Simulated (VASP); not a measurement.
Output of a VASP run:

File OSZICAR:
```
       N       E                     dE             d eps       ncg     rms          rms(c)
DAV:   1     0.196187791519E+03    0.19619E+03   -0.14377E+04  5902   0.234E+03
DAV:   2     0.853218457115E+01   -0.18766E+03   -0.18565E+03  5876   0.435E+02
DAV:   3    -0.805392123644E+01   -0.16586E+02   -0.16439E+02  6750   0.136E+02
DAV:   4    -0.854263067111E+01   -0.48871E+00   -0.48742E+00  6794   0.254E+01
DAV:   5    -0.856096149642E+01   -0.18331E-01   -0.18330E-01  7898   0.448E+00    0.262E+00
DAV:   6    -0.852446733029E+01    0.36494E-01   -0.55138E-02  7692   0.386E+00    0.142E+00
DAV:   7    -0.851276321977E+01    0.11704E-01   -0.29750E-02  7682   0.275E+00    0.196E-01
DAV:   8    -0.851212283851E+01    0.64038E-03   -0.23918E-03  7156   0.771E-01    0.294E-02
DAV:   9    -0.851212928908E+01   -0.64506E-05   -0.63239E-05  7346   0.854E-02    0.144E-02
DAV:  10    -0.851212826306E+01    0.10260E-05   -0.46965E-06  7594   0.289E-02    0.203E-03
DAV:  11    -0.851212838123E+01   -0.11817E-06   -0.30875E-07  5420   0.823E-03    0.121E-03
DAV:  12    -0.851212826176E+01    0.11947E-06   -0.38716E-08  3188   0.270E-03    0.123E-04
DAV:  13    -0.851212827273E+01   -0.10968E-07   -0.10300E-08  3128   0.149E-03
   1 F= -.85121283E+01 E0= -.85119705E+01  d E =-.473454E-03
```

File OUTCAR:
```
------------------------ aborting loop because EDIFF is reached ----------------------------------------
  FORCE on cell =-STRESS in cart. coord.  units (eV):
  Direction    XX          YY          ZZ          XY          YZ          ZX
  --------------------------------------------------------------------------------------
  Total        0.6215516      0.6215516      0.5620821      0.0000000      0.0000000      0.0000000
  in kB       19.1294075     19.1294075     17.2991220      0.0000000      0.0000000      0.0000000
  external PRESSURE =      18.5193123 kB  Pullay stress =       0.0000000 kB
  volume of cell :       52.06
      direct lattice vectors                 reciprocal lattice vectors
    -2.884389511  2.884389511  1.564294311     0.000000000  0.173346907  0.319632947
     2.884389511 -2.884389511  1.564294311     0.173346907  0.000000000  0.319632947
     2.884389511  2.884389511 -1.564294311     0.173346907  0.173346907  0.000000000
 POSITION                                       TOTAL-FORCE (eV/Angst)
 -----------------------------------------------------------------------------------
      2.88439      0.00000      0.78215         0.000000      0.000000      0.000000
      0.00000      0.00000      0.00000        -0.000000     -0.000000     -0.000000
 -----------------------------------------------------------------------------------
    total drift:                                0.000000     -0.000000     -0.000000
  FREE ENERGIE OF THE ION-ELECTRON SYSTEM (eV)
  ---------------------------------------------------
  free  energy   TOTEN  =        -8.5121282727 eV

  energy  without entropy=       -8.5116548185  energy(sigma->0) =       -8.51197045
```
(Selected blocks of OUTCAR.)

POSCAR:
```
Sn
1
   -2.8843895115     2.8843895115     1.5642943114
    2.8843895115    -2.8843895115     1.5642943114
    2.8843895115     2.8843895115    -1.5642943114
Sn
2
Direct
  0.2500000000   0.7500000000   0.5000000000
  0.0000000000   0.0000000000   0.0000000000
```

Problem. Write an INCAR and KPOINTS that could have produced this output.

Solution. Several could match; the one computed here: the input of the run itself, PBEsol GGA, plane waves, VASP's PBE PAW potentials (set 64).

### KPOINTS
```
Automatic mesh
0
Gamma
12 12 12
0 0 0
```

### INCAR
```
ALGO = Normal
EDIFF = 1E-7
ENCUT = 480
GGA = PS
ISIF = 2
ISMEAR = 1
LASPH = .True.
LCHARG = .False.
LMAXMIX = 4
LREAL = .False.
LWAVE = .False.
NELM = 100
PREC = Accurate
SIGMA = 0.1
SYSTEM = Sn
```

POTCAR, in this order: Sn_d (PBE.64 set). Program: vasp_std.

The compound is Sn in the beta structure. This cell was strained or had an atom moved on purpose.
